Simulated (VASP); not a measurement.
# Ga11CuP12 (a cell with a defect) in VASP: further runs

Runs on Ga11CuP12 (a cell with a defect). Level: PBEsol+U. Tasks: relaxation of the atoms, single point.

Program: VASP 6.6.1. These are calculated values, not measurements. Logs are shortened: lines on timing, memory, paths and dates and some standing lists are left out, and cuts for length are marked.

### 1 Starting point

The cell holds a defect, 24 atoms: a = 11.562 Å, b = 7.708 Å, c = 7.708 Å, α = 60.00°, β = 60.00°, γ = 60.00°.

### 2 Relaxation of the atoms, PBEsol+U, collinear spin, zero start (atoms moved at random, drawn with an rms of 0.05 Å)

INCAR

```
PREC = Accurate ; ENCUT = 350
EDIFF = 1E-5 ; ISMEAR = 0
SIGMA = 0.03 ; LREAL = Auto
LASPH = True ; NELM = 120
ALGO = Normal ; ISIF = 2
LWAVE = False ; LCHARG = False
ISPIN = 2 ; MAGMOM = 0 0 0 0 0 0 0 0 0 0 0 0 0 0 0 0 0 0 0 0 0 0 0 0
LORBIT = 11 ; NUPDOWN = 0
LMAXMIX = 4 ; LDAU = True
LDAUTYPE = 2 ; LDAUL = 2 -1 -1
LDAUU = 5 0 0 ; LDAUJ = 0 0 0
LDAUPRINT = 1 ; GGA = PS
IBRION = 2 ; NSW = 60
EDIFFG = -0.03 ; ISYM = 0
```

KPOINTS

```
Automatic mesh
0
Gamma
  2 2 2
```

POSCAR

```
Ga11CuP12
1.0
    0.0000000000      8.1757500000      8.1757500000
    5.4505000000      0.0000000000      5.4505000000
    5.4505000000      5.4505000000      0.0000000000
Cu Ga P
1 11 12
Direct
    0.0026930000     -0.0047340000      0.0007280000
    0.0009220000      0.0002220000      0.4963760000
   -0.0007640000      0.5039300000      0.0036800000
   -0.0011640000      0.5027790000      0.5014520000
    0.3342000000      0.0014640000      0.0000180000
    0.3336790000     -0.0080660000      0.5035100000
    0.3323630000      0.5015690000     -0.0026530000
    0.3299620000      0.5011110000      0.5077810000
    0.6610100000     -0.0042580000      0.0009000000
    0.6665240000     -0.0034350000      0.5093560000
    0.6629180000      0.4937850000      0.0083040000
    0.6620210000      0.4877440000      0.5107610000
    0.0859520000      0.1264460000      0.1227270000
    0.0822150000      0.1276490000      0.6260730000
    0.0857930000      0.6223590000      0.1188970000
    0.0834510000      0.6285630000      0.6228760000
    0.4144330000      0.1267200000      0.1276620000
    0.4181430000      0.1173550000      0.6268260000
    0.4123750000      0.6286000000      0.1250570000
    0.4165950000      0.6312330000      0.6160590000
    0.7496850000      0.1217200000      0.1322110000
    0.7497820000      0.1272970000      0.6257210000
    0.7478970000      0.6331200000      0.1283070000
    0.7461250000      0.6241690000      0.6249840000
```

Potentials or basis: VASP PAW PBE potentials, release 64 (Cu, Ga_d, P).

On the command line:

```sh
$ cat potpaw_PBE.64/Cu/POTCAR potpaw_PBE.64/Ga_d/POTCAR potpaw_PBE.64/P/POTCAR > POTCAR
$ mpirun -np 1 vasp_std > vasp.out
```

OUTCAR:

```text
PREC = Accurate
   ENCUT = 350
   EDIFF = 1E-5
   ISMEAR = 0
   LREAL = Auto
   LASPH = True
   NELM = 120
   ISIF = 2
   ISPIN = 2
   LORBIT = 11
   NUPDOWN = 0
   GGA = PS
   IBRION = 2
   NSW = 60
   EDIFFG = -0.03
   ISYM = 0

 ion  position               nearest neighbor table
   1  0.003  0.995  0.001-  15 2.35  14 2.36  13 2.38  21 2.39
   2  0.001  0.000  0.496-  16 2.34  13 2.35  22 2.37  14 2.39
   3  0.999  0.504  0.004-  15 2.29  23 2.37  13 2.38  16 2.40
   4  0.999  0.503  0.501-  16 2.35  14 2.36  24 2.39  15 2.41
   5  0.334  0.001  0.000-  13 2.34  19 2.35  17 2.35  18 2.35
   6  0.334  0.992  0.504-  20 2.27  18 2.36  17 2.37  14 2.37
[... 16 lines left out ...]
  23  0.748  0.633  0.128-   9 2.28   3 2.37  12 2.41  11 2.44
  24  0.746  0.624  0.625-  10 2.35  12 2.37   4 2.39  11 2.41

IMPORTANT INFORMATION: All symmetrisations will be switched off!
NOSYMM: (Re-)initialisation of all symmetry stuff for point group C_1.

----------------------------------------------------------------------------------------

                                     Primitive cell

  volume of cell :     485.7695

  direct lattice vectors                    reciprocal lattice vectors
     0.000000000  8.175750000  8.175750000    -0.061156469  0.061156469  0.061156469
     5.450500000  0.000000000  5.450500000     0.091734703 -0.091734703  0.091734703
     5.450500000  5.450500000  0.000000000     0.091734703  0.091734703 -0.091734703

  length of vectors
    11.562256533  7.708171022  7.708171022     0.105926111  0.158889167  0.158889167

  position of ions in fractional coordinates (direct lattice)
     0.002693000  0.995266000  0.000728000
     0.000922000  0.000222000  0.496376000
     0.999236000  0.503930000  0.003680000
     0.998836000  0.502779000  0.501452000
     0.334200000  0.001464000  0.000018000
     0.333679000  0.991934000  0.503510000
[... 16 lines left out ...]
     0.747897000  0.633120000  0.128307000
     0.746125000  0.624169000  0.624984000

  ion indices of the primitive-cell ions
   primitive index   ion index
                 1           1
                 2           2
                 3           3
                 4           4
                 5           5
                 6           6
[... 16 lines left out ...]
                23          23
                24          24

----------------------------------------------------------------------------------------

 KPOINTS: Automatic mesh

Automatic generation of k-mesh.
 Grid dimensions read from file:
 generate k-points for:    2    2    2

 Generating k-lattice:

  Cartesian coordinates                     Fractional coordinates (reciprocal lattice)
    -0.030578234  0.030578234  0.030578234     0.500000000  0.000000000  0.000000000
     0.045867352 -0.045867352  0.045867352     0.000000000  0.500000000  0.000000000
     0.045867352  0.045867352 -0.045867352     0.000000000  0.000000000  0.500000000

  Length of vectors
     0.052963056  0.079444583  0.079444583

  Shift w.r.t. Gamma in fractional coordinates (k-lattice)
     0.000000000  0.000000000  0.000000000

 Subroutine IBZKPT returns following result:
 ===========================================

 Found      8 irreducible k-points:

 Following reciprocal coordinates:
            Coordinates               Weight
  0.000000  0.000000  0.000000      1.000000
  0.500000  0.000000  0.000000      1.000000
  0.000000  0.500000  0.000000      1.000000
  0.000000  0.000000  0.500000      1.000000
  0.500000  0.000000  0.500000      1.000000
[... 70 lines left out ...]

 Free energy of the ion-electron system (eV)
  ---------------------------------------------------
  ext. energy  EPLUGINS =         0.00000000
  ---------------------------------------------------
  free energy    TOTEN  =      -115.28044596 eV

  energy without entropy =     -115.27865150  energy(sigma->0) =     -115.27954873

------------------------ aborting loop because EDIFF is reached ----------------------------------------

  FORCE on cell =-STRESS in cart. coord.  units (eV):
  Direction    XX          YY          ZZ          XY          YZ          ZX
  --------------------------------------------------------------------------------------
  -------------------------------------------------------------------------------------
  Total       -3.0549767     -5.1509737     -5.2278054     -2.0392097     -0.5989076      1.8397749
  in kB      -10.0760010    -16.9890709    -17.2424791     -6.7257728     -1.9753322      6.0679918
  external PRESSURE =     -14.7691837 kB  Pullay stress =       0.0000000 kB
[... 159 lines left out ...]
  FREE ENERGIE OF THE ION-ELECTRON SYSTEM (eV)
  ---------------------------------------------------
  free  energy   TOTEN  =      -115.6583216276 eV

  energy  without entropy=     -115.6555584507  energy(sigma->0) =     -115.65694004

[... ionic steps 4 to 10 ...]

--------------------------------------- Ionic step       11  -------------------------------------------

 number of electron     213.9999937 magnetization      -0.0000000

 number of electron     213.9999937 magnetization       0.0000000
[... 107 lines left out ...]
  FREE ENERGIE OF THE ION-ELECTRON SYSTEM (eV)
  ---------------------------------------------------
  free  energy   TOTEN  =      -115.7384429074 eV

  energy  without entropy=     -115.7351129197  energy(sigma->0) =     -115.73677791

atom =   1  type =  1  l = 2

 onsite density matrix

spin component  1

  0.9206 -0.0088 -0.0017  0.0046 -0.0001
 -0.0088  0.9282 -0.0003 -0.0082  0.0005
 -0.0017 -0.0003  0.9432  0.0013 -0.0001
  0.0046 -0.0082  0.0013  0.9192  0.0017
 -0.0001  0.0005 -0.0001  0.0017  0.9433

spin component  2

  0.9206 -0.0088 -0.0017  0.0046 -0.0001
 -0.0088  0.9282 -0.0003 -0.0082  0.0005
 -0.0017 -0.0003  0.9432  0.0013 -0.0001
  0.0046 -0.0082  0.0013  0.9192  0.0017
 -0.0001  0.0005 -0.0001  0.0017  0.9433

 occupancies and eigenvectors

  o =  0.9140  v =  0.0000  0.0000  0.0000  0.0000  0.0000 -0.3411 -0.6216  0.0060 -0.7034  0.0494      0.0000  0.0000  0.0000  0.0000  0.0000  0.0000  0.0000  0.0000  0.0000  0.0000
  o =  0.9140  v = -0.3411 -0.6216  0.0060 -0.7034  0.0494  0.0000  0.0000  0.0000  0.0000  0.0000      0.0000  0.0000  0.0000  0.0000  0.0000  0.0000  0.0000  0.0000  0.0000  0.0000
  o =  0.9152  v =  0.8043  0.1915  0.0763 -0.5563  0.0322  0.0000  0.0000  0.0000  0.0000  0.0000      0.0000  0.0000  0.0000  0.0000  0.0000  0.0000  0.0000  0.0000  0.0000  0.0000
  o =  0.9152  v =  0.0000  0.0000  0.0000  0.0000  0.0000  0.8043  0.1915  0.0763 -0.5563  0.0322      0.0000  0.0000  0.0000  0.0000  0.0000  0.0000  0.0000  0.0000  0.0000  0.0000
  o =  0.9385  v =  0.4814 -0.7590  0.0133  0.4325 -0.0703  0.0000  0.0000  0.0000  0.0000  0.0000      0.0000  0.0000  0.0000  0.0000  0.0000  0.0000  0.0000  0.0000  0.0000  0.0000
  o =  0.9385  v =  0.0000  0.0000  0.0000  0.0000  0.0000  0.4814 -0.7590  0.0133  0.4325 -0.0703      0.0000  0.0000  0.0000  0.0000  0.0000  0.0000  0.0000  0.0000  0.0000  0.0000
  o =  0.9433  v =  0.0000  0.0000  0.0000  0.0000  0.0000 -0.0600 -0.0063  0.9786  0.0562  0.1884      0.0000  0.0000  0.0000  0.0000  0.0000  0.0000  0.0000  0.0000  0.0000  0.0000
  o =  0.9433  v = -0.0600 -0.0063  0.9787  0.0562  0.1879  0.0000  0.0000  0.0000  0.0000  0.0000      0.0000  0.0000  0.0000  0.0000  0.0000  0.0000  0.0000  0.0000  0.0000  0.0000
  o =  0.9435  v =  0.0000  0.0000  0.0000  0.0000  0.0000  0.0369 -0.0282 -0.1904  0.0742  0.9778      0.0000  0.0000  0.0000  0.0000  0.0000  0.0000  0.0000  0.0000  0.0000  0.0000
  o =  0.9435  v =  0.0369 -0.0283 -0.1899  0.0742  0.9779  0.0000  0.0000  0.0000  0.0000  0.0000      0.0000  0.0000  0.0000  0.0000  0.0000  0.0000  0.0000  0.0000  0.0000  0.0000

--------------------------------------- Ionic step       13  -------------------------------------------

 number of electron     213.9999928 magnetization      -0.0000000

 Free energy of the ion-electron system (eV)
  ---------------------------------------------------
  ext. energy  EPLUGINS =         0.00000000
  ---------------------------------------------------
  free energy    TOTEN  =      -115.73970784 eV

  energy without entropy =     -115.73629488  energy(sigma->0) =     -115.73800136

 E-fermi :   4.3305     XC(G=0):  -9.9980

 val. band max:        4.3044227107   @ k =   0.0000   0.0000   0.5000
 cond. band min:       4.3567018691   @ k =   0.0000   0.0000   0.5000
 fundamental gap:      0.0522791584
 Fermi energy:         4.3305060036

 spin component 1

 k-point     1 :       0.0000    0.0000    0.0000
  band No.  band energies     occupation
      1     -10.1955      1.00000
      2     -10.1870      1.00000
      3     -10.1832      1.00000
      4     -10.1781      1.00000
      5     -10.1746      1.00000
      6     -10.1650      1.00000
[... 965 lines left out ...]
    118       8.1687      0.00000
    119       8.3809      0.00000
 Fermi energy:         4.3305060727

 spin component 2

 k-point     1 :       0.0000    0.0000    0.0000
  band No.  band energies     occupation
      1     -10.1955      1.00000
      2     -10.1870      1.00000
      3     -10.1832      1.00000
      4     -10.1781      1.00000
      5     -10.1746      1.00000
      6     -10.1650      1.00000
[... 965 lines left out ...]
    118       8.1687      0.00000
    119       8.3809      0.00000
 [bands above 119 left out]

------------------------ aborting loop because EDIFF is reached ----------------------------------------

  FORCE on cell =-STRESS in cart. coord.  units (eV):
  Direction    XX          YY          ZZ          XY          YZ          ZX
  --------------------------------------------------------------------------------------
  -------------------------------------------------------------------------------------
  Total       -4.5810894     -6.0901697     -5.9880580     -0.2536744     -0.2879646     -0.4065796
  in kB      -15.1094643    -20.0867509    -19.7499632     -0.8366753     -0.9497719     -1.3409910
  external PRESSURE =     -18.3153928 kB  Pullay stress =       0.0000000 kB
[... 39 lines left out ...]
  FREE ENERGIE OF THE ION-ELECTRON SYSTEM (eV)
  ---------------------------------------------------
  free  energy   TOTEN  =      -115.7397078370 eV

  energy  without entropy=     -115.7362948785  energy(sigma->0) =     -115.73800136

 reached required accuracy - stopping structural energy minimisation

 total charge

# of ion       s       p       d       tot
------------------------------------------
    1        0.452   0.446   9.287  10.184
    2        0.866   0.836  10.003  11.706
    3        0.866   0.837  10.003  11.707
    4        0.866   0.831  10.003  11.700
    5        0.864   0.851  10.006  11.721
    6        0.862   0.855  10.007  11.724
[... 16 lines left out ...]
   23        1.015   1.507   0.000   2.522
   24        1.014   1.508   0.000   2.523
--------------------------------------------------
tot         22.195  27.621 119.357 169.173

 magnetization (x)

# of ion       s       p       d       tot
------------------------------------------
    1        0.000   0.000   0.000   0.000
    2       -0.000  -0.000   0.000  -0.000
    3        0.000   0.000  -0.000   0.000
    4        0.000   0.000  -0.000   0.000
    5       -0.000  -0.000   0.000  -0.000
    6        0.000   0.000  -0.000   0.000
[... 16 lines left out ...]
   23        0.000   0.000   0.000   0.000
   24       -0.000  -0.000   0.000  -0.000
--------------------------------------------------
tot          0.000  -0.000   0.000  -0.000
```

Wall time 1.6 h (1 thread of AMD EPYC 9R45 (Zen 5), shared host); peak memory 0.75 GiB.

What came out:

```
Free energy                                           : -115.7397 eV
Energy gained by relaxing                             : 19.1 meV/atom
Ionic steps                                           : 13
Pressure after relaxing                               : -1.8 GPa
Largest force after relaxing                          : 0.028 eV/Å
Net moment                                            : 0.00 μB per cell
Valence electrons inside the program's atomic spheres : Cu 10.18; Ga 11.71, 11.70, 11.72; P 2.48, 2.52, 2.51
```

Forces on the atoms (eV/Å):
```
Cu  -0.016  0.009 -0.004
Ga  -0.005  0.003 -0.007
Ga   0.004  0.002 -0.002
Ga  -0.001  0.002  0.005
Ga  -0.011  0.008 -0.006
Ga  -0.003  0.002  0.000
Ga  -0.003  0.011  0.001
Ga  -0.004 -0.002  0.008
Ga   0.003 -0.007 -0.005
Ga   0.007 -0.001  0.003
Ga   0.002 -0.009 -0.010
Ga   0.007 -0.009  0.005
P    0.000  0.009 -0.007
P   -0.007  0.006 -0.008
P    0.003 -0.006  0.009
P   -0.010  0.013  0.000
P   -0.017  0.000 -0.008
P    0.010 -0.007 -0.008
P    0.001  0.004  0.005
P    0.004  0.005 -0.002
P    0.013 -0.021  0.014
P    0.005 -0.002 -0.007
P    0.004 -0.014  0.010
P    0.013  0.003  0.013
```

The path:
```csv
step,energy change (eV),largest force (eV/Å),pressure (GPa)
1,0.0000,1.1575,-1.48
2,-0.3465,0.5610,-1.62
3,-0.3779,0.4728,-1.70
4,-0.4343,0.2301,-1.77
5,-0.4491,0.1270,-1.79
6,-0.4493,0.1318,-1.80
7,-0.4551,0.0512,-1.81
8,-0.4556,0.0647,-1.80
9,-0.4571,0.0316,-1.82
10,-0.4574,0.0335,-1.81
11,-0.4579,0.0429,-1.83
12,-0.4580,0.0491,-1.81
13,-0.4593,0.0282,-1.83
```

Final structure:
```xyz
24
Lattice="0.0000 8.1758 8.1758 5.4505 0.0000 5.4505 5.4505 5.4505 0.0000" Properties=species:S:1:pos:R:3 pbc="T T T"
Cu    0.0082    8.1605    8.1601
Ga    2.7326    2.7203    0.0179
Ga    2.7365    8.1837   10.8941
Ga    5.4450   10.8934   10.8887
Ga    0.0192    2.7041    2.6988
Ga    2.7396    5.4288    2.7028
Ga    2.7421    2.7027    5.4249
Ga    5.4539    5.4466    5.4319
Ga    0.0240    5.4803    5.4597
Ga    8.1654    8.1627   10.8970
Ga    2.7192    5.4746    8.1296
Ga    5.4519    8.1865    8.1589
P     1.3297    1.3170    1.3205
P     4.1305    4.1423    1.3234
P     4.1303    1.3226    4.1333
P     6.8240    4.0790    4.0801
P     1.3634    4.0898    4.0868
P     4.0911    6.8147    4.0725
P     4.0957    4.0803    6.8000
P     6.8131    6.8086    6.8031
P     1.3285    6.8835    6.8524
P     4.0880    9.5523    6.7998
P     4.0927    6.8196    9.5248
P     6.8194    9.5493    9.5188
```

Eigenvalues of the final occupation matrices:
| site | spin | trace | eigenvalues |
| --- | --- | --- | --- |
| site 1 d | 1 | 4.65 | 0.91 0.92 0.94 0.94 0.94 |
| site 1 d | 2 | 4.65 | 0.91 0.92 0.94 0.94 0.94 |

Caveat: the k mesh is coarse (spacing up to 0.50 Å⁻¹), so the values aren't converged; the cutoff is under 1.25 times the usual one of these potentials, so pressure, stress and relaxed cells hold a basis-set (Pulay) error; the PAW data sets were made with another functional, which shifts forces and pressure a little; the total moment is fixed, so each spin has its own Fermi level; the U is typed as a test and isn't derived for this compound. The state reached can hang on the start; a lower one may exist.

(Continued in part 2 of 2.)
